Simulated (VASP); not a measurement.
# AgW9: core-level shifts, part 2 of 4

Aim: how the core levels of AgW9 differ from atom to atom, with and without the screening of the hole.

VASP 6.6.1, plane waves and PAW; the level of theory is named at each step.

So far: Starting point; Relaxation.

## (2) Relaxation (continued)

Level of this step: PBE; plane waves and PAW (Ag, W) (VASP).

Step by step:

| step | energy less that of the first step (eV) | largest force (eV/Å) |
| --- | --- | --- |
| 1 | 0.0000 | 1.5557 |
| 2 | -0.7020 | 1.0657 |
| 3 | -0.8268 | 0.8575 |
| 4 | -1.0466 | 0.6459 |
| 5 | -1.1165 | 0.7622 |
| 6 | -1.2366 | 0.3426 |
| 7 | -1.2445 | 0.3312 |
| 8 | -1.2448 | 0.3197 |
| 9 | -1.2612 | 0.1170 |
| 10 | -1.2615 | 0.1210 |
| 11 | -1.2659 | 0.0542 |
| 12 | -1.2666 | 0.0768 |
| 13 | -1.2688 | 0.0432 |

The atoms that moved most (Å):

| atom | dx | dy | dz | length |
| --- | --- | --- | --- | --- |
| Ag1 | 0.000 | 0.000 | 0.384 | 0.384 |
| Ag2 | 0.000 | 0.000 | -0.384 | 0.384 |
| W19 | 0.000 | 0.000 | 0.174 | 0.174 |
| W5 | 0.000 | 0.000 | -0.174 | 0.174 |
| W20 | 0.000 | 0.000 | 0.174 | 0.174 |
| W4 | 0.000 | 0.000 | -0.174 | 0.174 |
| W18 | 0.000 | 0.000 | 0.094 | 0.094 |
| W3 | 0.000 | 0.000 | -0.094 | 0.094 |

The relaxed structure:

```cif
data_structure
_symmetry_space_group_name_H-M 'P 1'
_symmetry_Int_Tables_number 1
_cell_length_a 6.3400
_cell_length_b 5.4906
_cell_length_c 22.9661
_cell_angle_alpha 90.000
_cell_angle_beta 90.000
_cell_angle_gamma 54.736
_cell_volume 652.76
loop_
_atom_site_label
_atom_site_type_symbol
_atom_site_fract_x
_atom_site_fract_y
_atom_site_fract_z
_atom_site_occupancy
Ag1 Ag 0.00000 0.00000 0.71194 1
Ag2 Ag 0.00000 0.00000 0.28806 1
W3 W 0.50000 0.00000 0.69110 1
W4 W 0.00000 0.50000 0.68761 1
W5 W 0.50000 0.50000 0.68761 1
W6 W 0.75324 0.49351 0.59740 1
W7 W 0.24676 0.50649 0.59740 1
W8 W 0.75023 0.00000 0.59811 1
W9 W 0.24977 0.00000 0.59811 1
W10 W 0.00000 0.00000 0.50000 1
W11 W 0.50000 0.00000 0.50000 1
W12 W 0.00000 0.50000 0.50000 1
W13 W 0.50000 0.50000 0.50000 1
W14 W 0.75324 0.49351 0.40260 1
W15 W 0.24676 0.50649 0.40260 1
W16 W 0.75023 0.00000 0.40189 1
W17 W 0.24977 0.00000 0.40189 1
W18 W 0.50000 0.00000 0.30890 1
W19 W 0.00000 0.50000 0.31239 1
W20 W 0.50000 0.50000 0.31239 1
```

Numbers from this step:

```yaml
free_energy_toten: -226.7737 eV
energy_at_zero_smearing: -226.7361 eV
fermi_energy: 1.416 eV
```

The forces on the free atoms are under 0.05 eV/Å.

## (3) Initial state

The cell without a hole gives, with ICORELEVEL = 1, the Kohn-Sham core levels of the initial state.

Contents of INCAR:

```
SYSTEM = AgW9
PREC = Normal
ENCUT = 330
EDIFF = 1E-05
NELM = 120
ISMEAR = 0
SIGMA = 0.1
LREAL = Auto
ALGO = Fast
GGA = PE
NBANDS = 85
LASPH = .TRUE.
LORBIT = 11
LWAVE = .FALSE.
LCHARG = .FALSE.
KPAR = 2
NCORE = 4
ICORELEVEL = 1
ISIF = 0
LVHAR = .TRUE.
```

Contents of POSCAR:

```
AgW9
1.0
    6.3400000000      0.0000000000      0.0000000000
    3.1700000000      4.4830569927      0.0000000000
    0.0000000000      0.0000000000     22.9661139854
Ag W
2 18
Direct
    0.0000000000      0.0000000000      0.7119373689
    0.0000000000      0.0000000000      0.2880626311
    0.5000000000      0.0000000000      0.6910980114
    0.0000000000      0.5000000000      0.6876089291
    0.5000000000      0.5000000000      0.6876089291
    0.7532425600      0.4935148800      0.5974014808
    0.2467574400      0.5064851200      0.5974014808
    0.7502284292      0.0000000000      0.5981141547
    0.2497715708      0.0000000000      0.5981141547
    0.0000000000      0.0000000000      0.5000000000
    0.5000000000      0.0000000000      0.5000000000
    0.0000000000      0.5000000000      0.5000000000
    0.5000000000      0.5000000000      0.5000000000
    0.7532425600      0.4935148800      0.4025985192
    0.2467574400      0.5064851200      0.4025985192
    0.7502284292      0.0000000000      0.4018858453
    0.2497715708      0.0000000000      0.4018858453
    0.5000000000      0.0000000000      0.3089019886
    0.0000000000      0.5000000000      0.3123910709
    0.5000000000      0.5000000000      0.3123910709
```

Contents of KPOINTS:

```
Automatic mesh
0
Gamma
5 5 1
0 0 0
```

Potentials, in the order of the species: Ag and W (PBE family, release 64).

Launch:

```sh
> mpirun -np 8 vasp_std
```

What it wrote:

```text
[... set-up lines as in an earlier step ...]
 entering main loop
       N       E                     dE             d eps       ncg     rms          rms(c)
DAV:   1     0.506028863232E+03    0.50603E+03   -0.41337E+04  1530   0.891E+02
DAV:   2    -0.176489305586E+03   -0.68252E+03   -0.64394E+03  2015   0.240E+02
DAV:   3    -0.237380755166E+03   -0.60891E+02   -0.58210E+02  1903   0.673E+01
DAV:   4    -0.242093357056E+03   -0.47126E+01   -0.46323E+01  2508   0.157E+01
DAV:   5    -0.242219798346E+03   -0.12644E+00   -0.12550E+00  2252   0.289E+00    0.841E+01
RMM:   6    -0.235461293501E+03    0.67585E+01   -0.51651E+01  1954   0.170E+01    0.401E+01
RMM:   7    -0.272442519829E+03   -0.36981E+02   -0.16830E+02  2361   0.229E+01    0.278E+01
RMM:   8    -0.229389311426E+03    0.43053E+02   -0.11545E+02  2301   0.200E+01    0.915E+00
RMM:   9    -0.227310341097E+03    0.20790E+01   -0.75680E+00  1931   0.756E+00    0.409E+00
RMM:  10    -0.227225708767E+03    0.84632E-01   -0.21458E+00  2372   0.313E+00    0.347E+00
RMM:  11    -0.227228536015E+03   -0.28272E-02   -0.25822E-01  2476   0.891E-01    0.345E+00
RMM:  12    -0.227158941116E+03    0.69595E-01   -0.45459E-02  2047   0.468E-01    0.336E+00
RMM:  13    -0.227141526460E+03    0.17415E-01   -0.19921E-02  2442   0.242E-01    0.321E+00
RMM:  14    -0.227058327378E+03    0.83199E-01   -0.13063E+00  3054   0.185E+00    0.209E+00
RMM:  15    -0.227062730279E+03   -0.44029E-02   -0.99619E-02  2574   0.543E-01    0.155E+00
RMM:  16    -0.226997602455E+03    0.65128E-01   -0.80803E-02  2586   0.547E-01    0.796E-01
RMM:  17    -0.226990131451E+03    0.74710E-02   -0.19692E-02  2334   0.263E-01    0.484E-01
RMM:  18    -0.226988148976E+03    0.19825E-02   -0.54697E-03  2389   0.127E-01    0.391E-01
RMM:  19    -0.226986537274E+03    0.16117E-02   -0.29773E-03  2415   0.832E-02    0.282E-01
RMM:  20    -0.226984966078E+03    0.15712E-02   -0.39563E-03  2423   0.941E-02    0.143E-01
RMM:  21    -0.226984843780E+03    0.12230E-03   -0.75858E-04  2429   0.468E-02    0.900E-02
RMM:  22    -0.226984773062E+03    0.70717E-04   -0.32875E-04  2204   0.284E-02    0.557E-02
RMM:  23    -0.226984851128E+03   -0.78065E-04   -0.96187E-04  2541   0.517E-02    0.301E-02
RMM:  24    -0.226984869599E+03   -0.18471E-04   -0.43940E-05  1504   0.162E-02    0.298E-02
RMM:  25    -0.226984881764E+03   -0.12166E-04   -0.14644E-05  1101   0.102E-02    0.177E-02
RMM:  26    -0.226984916631E+03   -0.34867E-04   -0.11080E-05  1053   0.724E-03    0.156E-02
RMM:  27    -0.226984944923E+03   -0.28291E-04   -0.20199E-05  1179   0.848E-03    0.735E-03
RMM:  28    -0.226984955581E+03   -0.10658E-04   -0.50468E-06   924   0.578E-03    0.490E-03
RMM:  29    -0.226984964904E+03   -0.93235E-05   -0.42716E-06   903   0.466E-03
   1 F= -.22698496E+03 E0= -.22694804E+03  d E =-.738472E-01
```

Elapsed: 79 s, on 8 MPI ranks of AMD EPYC 7R43, shared host; peak memory 1.3 GiB.

Parts of OUTCAR (step 3):

```text
The static configuration has the point symmetry D_2h.

 Found      9 irreducible k-points:

   k-points           NKPTS =      9   k-points in BZ     NKDIM =      9   number of bands    NBANDS=     85

   NELECT =     130.0000    total number of electrons

 the core state eigenenergies are
   1-  1s -25321.1813  2s  -3724.8872  2p  -3340.3919  3s   -679.7061  3p   -553.4730
       3d   -354.5676  4s    -90.7654  4p    -54.1874
   2-  1s -25321.1813  2s  -3724.8872  2p  -3340.3919  3s   -679.7061  3p   -553.4730
       3d   -354.5676  4s    -90.7654  4p    -54.1874
   3-  1s -69461.5512  2s -11982.3172  2p -10475.9123  3s  -2755.0221  3p  -2309.1342
       3d  -1797.0934  4s   -563.4773  4p   -417.2588  4d   -232.1326  4f    -27.0090
       5s    -72.5997  5p    -36.7556
   4-  1s -69461.6423  2s -11982.4047  2p -10475.9999  3s  -2755.1091  3p  -2309.2212
       3d  -1797.1802  4s   -563.5627  4p   -417.3439  4d   -232.2172  4f    -27.0925
       5s    -72.6788  5p    -36.8286
   5-  1s -69461.6423  2s -11982.4047  2p -10475.9999  3s  -2755.1091  3p  -2309.2212
       3d  -1797.1802  4s   -563.5627  4p   -417.3439  4d   -232.2172  4f    -27.0925
       5s    -72.6788  5p    -36.8286
   6-  1s -69461.3324  2s -11982.1494  2p -10475.7401  3s  -2754.8898  3p  -2309.0018
       3d  -1796.9583  4s   -563.3972  4p   -417.1844  4d   -232.0658  4f    -26.9645
       5s    -72.6558  5p    -36.8600
   7-  1s -69461.3324  2s -11982.1494  2p -10475.7401  3s  -2754.8898  3p  -2309.0018
       3d  -1796.9583  4s   -563.3972  4p   -417.1844  4d   -232.0658  4f    -26.9645
       5s    -72.6558  5p    -36.8600
   8-  1s -69461.7127  2s -11982.5087  2p -10476.1016  3s  -2755.2208  3p  -2309.3328
       3d  -1797.2927  4s   -563.6847  4p   -417.4672  4d   -232.3430  4f    -27.2237
       5s    -72.8308  5p    -36.9881
   9-  1s -69461.7127  2s -11982.5087  2p -10476.1016  3s  -2755.2208  3p  -2309.3328
       3d  -1797.2927  4s   -563.6847  4p   -417.4672  4d   -232.3430  4f    -27.2237
       5s    -72.8308  5p    -36.9881
  10-  1s -69461.5969  2s -11982.3973  2p -10475.9897  3s  -2755.1153  3p  -2309.2273
       3d  -1797.1865  4s   -563.5883  4p   -417.3717  4d   -232.2487  4f    -27.1333
       5s    -72.7586  5p    -36.9274
  11-  1s -69461.4903  2s -11982.2925  2p -10475.8846  3s  -2755.0133  3p  -2309.1253
       3d  -1797.0842  4s   -563.4903  4p   -417.2741  4d   -232.1516  4f    -27.0378
       5s    -72.6712  5p    -36.8450
  12-  1s -69461.6518  2s -11982.4546  2p -10476.0468  3s  -2755.1744  3p  -2309.2864
       3d  -1797.2455  4s   -563.6501  4p   -417.4339  4d   -232.3113  4f    -27.1970
       5s    -72.8273  5p    -36.9979
  13-  1s -69461.6518  2s -11982.4546  2p -10476.0468  3s  -2755.1744  3p  -2309.2864
       3d  -1797.2455  4s   -563.6501  4p   -417.4339  4d   -232.3113  4f    -27.1970
       5s    -72.8273  5p    -36.9979
  14-  1s -69461.3324  2s -11982.1494  2p -10475.7401  3s  -2754.8898  3p  -2309.0018
       3d  -1796.9583  4s   -563.3972  4p   -417.1844  4d   -232.0658  4f    -26.9645
[...]
3d  -1797.1802  4s   -563.5627  4p   -417.3439  4d   -232.2172  4f    -27.0925
       5s    -72.6788  5p    -36.8286

 E-fermi :   1.4053

 k-point     1 :       0.0000    0.0000    0.0000
  band No.  band energies     occupation
    ...
     55       0.6024      2.00000
     56       0.7045      2.00000
     57       0.7302      2.00000
     58       1.0081      2.00000
     59       1.1485      1.99972
     60       1.6529      0.00046
     61       1.7122      0.00001
     62       1.8130      0.00000
     63       1.8526      0.00000
     64       1.9457      0.00000
    ...

 k-point     2 :       0.2000    0.0000    0.0000
  band No.  band energies     occupation
    ...
     58       0.6624      2.00000
     59       1.0940      1.99999
     60       1.2611      1.95851
     61       1.2661      1.95101
     62       1.4296      0.73042
     63       1.4600      0.43883
     64       1.4902      0.22965
     65       1.6410      0.00086
     66       1.7590      0.00000
     67       1.9356      0.00000
    ...

 POSITION                                       TOTAL-FORCE (eV/Angst)
 -----------------------------------------------------------------------------------
      0.00000      0.00000     16.35043         0.000000     -0.000000      0.182389
      0.00000      0.00000      6.61568         0.000000      0.000000     -0.182389
      3.17000      0.00000     15.87184         0.000000     -0.000000      0.018803
      1.58500      2.24153     15.79171         0.000000     -0.000000     -0.019368
      4.75500      2.24153     15.79171         0.000000     -0.000000     -0.019368
      6.34000      2.21246     13.71999         0.000000     -0.025340      0.090735
      3.17000      2.27060     13.71999         0.000000      0.025340      0.090735
      4.75645      0.00000     13.73636        -0.020435     -0.000000     -0.006945
      1.58355      0.00000     13.73636         0.020435      0.000000     -0.006945
      0.00000      0.00000     11.48306         0.000000     -0.000000     -0.000000
      3.17000      0.00000     11.48306         0.000000     -0.000000     -0.000000
      1.58500      2.24153     11.48306         0.000000     -0.000000     -0.000000
      4.75500      2.24153     11.48306         0.000000     -0.000000     -0.000000
      6.34000      2.21246      9.24612         0.000000     -0.025340     -0.090735
      3.17000      2.27060      9.24612         0.000000      0.025340     -0.090735
      4.75645      0.00000      9.22976        -0.020435     -0.000000      0.006945
      1.58355      0.00000      9.22976         0.020435      0.000000      0.006945
      3.17000      0.00000      7.09428         0.000000      0.000000     -0.018803
      1.58500      2.24153      7.17441         0.000000     -0.000000      0.019368
      4.75500      2.24153      7.17441         0.000000     -0.000000      0.019368
 -----------------------------------------------------------------------------------
    total drift:                                0.000000     -0.000000     -0.000000

  FREE ENERGIE OF THE ION-ELECTRON SYSTEM (eV)
  ---------------------------------------------------
  free  energy   TOTEN  =      -226.9849649041 eV

  energy  without entropy=     -226.9111176590  energy(sigma->0) =     -226.94804128

 total charge
# of ion       s       p       d       tot
------------------------------------------
    1        0.486   0.365   9.060   9.912
    2        0.486   0.365   9.060   9.912
    3        0.703   0.503   4.123   5.329
    4        0.673   0.508   4.089   5.271
    5        0.673   0.508   4.089   5.271
    6        0.712   0.720   4.260   5.692
    7        0.712   0.720   4.260   5.692
    8        0.666   0.682   4.159   5.507
    9        0.666   0.682   4.159   5.507
   10        0.676   0.691   4.194   5.561
   11        0.666   0.704   4.209   5.579
   12        0.681   0.696   4.192   5.569
   13        0.681   0.696   4.192   5.569
   14        0.712   0.720   4.260   5.692
   15        0.712   0.720   4.260   5.692
   16        0.666   0.682   4.159   5.507
   17        0.666   0.682   4.159   5.507
   18        0.703   0.503   4.123   5.329
   19        0.673   0.508   4.089   5.271
   20        0.673   0.508   4.089   5.271
--------------------------------------------------
tot         13.286  12.161  93.187 118.635

[... 5 parts as in an earlier step ...]

[... 6 further parts left out ...]
```

These are scalar-relativistic Kohn-Sham levels of the ground state, with no core hole, so they are not binding energies.

This step gave:

| Property | Result |
| --- | --- |
| free energy (TOTEN) | -226.9850 eV |
| energy at zero smearing | -226.9480 eV |
| Fermi energy | 1.405 eV |

The two shallowest core shells; atoms whose shallowest level rounds to another's at 0.01 eV are left out. Core levels, by row:

| atom | shell | level below the Fermi level (eV) |
| --- | --- | --- |
| Ag1 | 4s | 92.17 |
| Ag1 | 4p | 55.59 |
| W3 | 5p | 38.16 |
| W3 | 4f | 28.41 |
| W4 | 5p | 38.23 |
| W4 | 4f | 28.5 |
| W6 | 5p | 38.27 |
| W6 | 4f | 28.37 |
| W8 | 5p | 38.39 |
| W8 | 4f | 28.63 |
| W10 | 5p | 38.33 |
| W10 | 4f | 28.54 |
| W11 | 5p | 38.25 |
| W11 | 4f | 28.44 |
| W12 | 5p | 38.4 |
| W12 | 4f | 28.6 |

[end of part 2 of 4]

[Lines on the potential files, build, host, timing and source positions are cut from VASP's logs without a mark.]

[Logs are printed without paths, hosts, clocks, repeated set-up lines and the standing remarks that a program may print on its own settings, such as how far it seeks lower states.]

[Hosts, paths, dates, database ids (printed as entryN), source tags and the programs' standing remarks are cut or masked in the printed files.]
